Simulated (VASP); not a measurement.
Computed with LDA (Ceperley-Alder, Perdew-Zunger), VASP's LDA PAW potentials (set 64) (plane waves; VASP).

The input files of a VASP run:

File KPOINTS:
```
Automatic mesh
0
Gamma
6 6 6
0 0 0
```

POSCAR:
```
NiSi2
1
    0.0000000000     2.7050000000     2.7050000000
    2.7050000000     0.0000000000     2.7050000000
    2.7050000000     2.7050000000     0.0000000000
Si Ni
2 1
Direct
  0.2408970000   0.2518930000   0.2500220000
  0.7508250000   0.7490780000   0.7507790000
  0.0082780000  -0.0009710000  -0.0008020000
```

**INCAR**
```
! general
SYSTEM  =NiSi2
PREC    =Accurate
ENCUT   =300   ! plane-wave cut-off (eV)
LREAL   =.FALSE.
LASPH   =.TRUE.

! electronic loop
EDIFF   =1E-8
NELM    =100   ! most electronic steps
ALGO    =Normal
LMAXMIX =4   ! l cut-off of mixed one-centre charges

! smearing
ISMEAR  =-1   ! Fermi-Dirac
SIGMA   =0.136   ! width (eV)

! ions
IBRION  =8   ! DFPT with symmetry
NSW     =1   ! most ionic steps
ISIF    =2

! output
LWAVE   =.FALSE.
LCHARG  =.FALSE.

! other
LEPSILON=.FALSE.
```

POTCAR, in this order: Si Ni (LDA.64 set). Program: vasp_std.

At this cut-off the stress carries a Pulay error, which pulls relaxed volumes low.

### Question
What does the run give for the energy per atom (σ→0), pressure, largest force, band gap (on the k-mesh)?

### Answer

| Item | Value |
|---|---|
| energy per atom (σ→0) | -6.621 eV/atom |
| band gap (on the k-mesh) | none (metal, semimetal or under 0.01 eV) |
| pressure | -4.62 GPa |
| largest force | 0.01478 Ry/bohr |

**OSZICAR**
```
...
RMM:   7    -0.188205660308E+00    0.65642E-05   -0.47623E-07  4980   0.580E-03    0.916E-04
RMM:   8    -0.188202090528E+00    0.35698E-05   -0.30421E-08  4592   0.182E-03    0.379E-04
RMM:   9    -0.188199104618E+00    0.29859E-05   -0.15068E-08  4994   0.758E-04    0.714E-05
RMM:  10    -0.188199342925E+00   -0.23831E-06   -0.11743E-08  5110   0.236E-04    0.193E-05
RMM:  11    -0.188199192868E+00    0.15006E-06   -0.15086E-08  5273   0.122E-04    0.644E-06
RMM:  12    -0.188199174631E+00    0.18237E-07    0.12986E-09  5306   0.987E-05    0.244E-06
RMM:  13    -0.188199167806E+00    0.68257E-08   -0.12516E-08  4789   0.953E-05    0.457E-07
 Linear response finished
```

The structure is a typed NiSi2 crystal. The cell was not relaxed at this level, atoms are displaced from their ideal sites. The k-mesh is coarse (spacing up to 0.34 per Å, 2π included), so the numbers may not be converged in it. The run is one of a series of settings (EDIFF = 1E-8, GGA removed, IBRION = 8, LEPSILON = .FALSE., NSW = 1, POTCAR Si Ni (LDA.64 set) against the base run), some of them coarse on purpose. The run is not spin-polarised, so no magnetic state was tried.
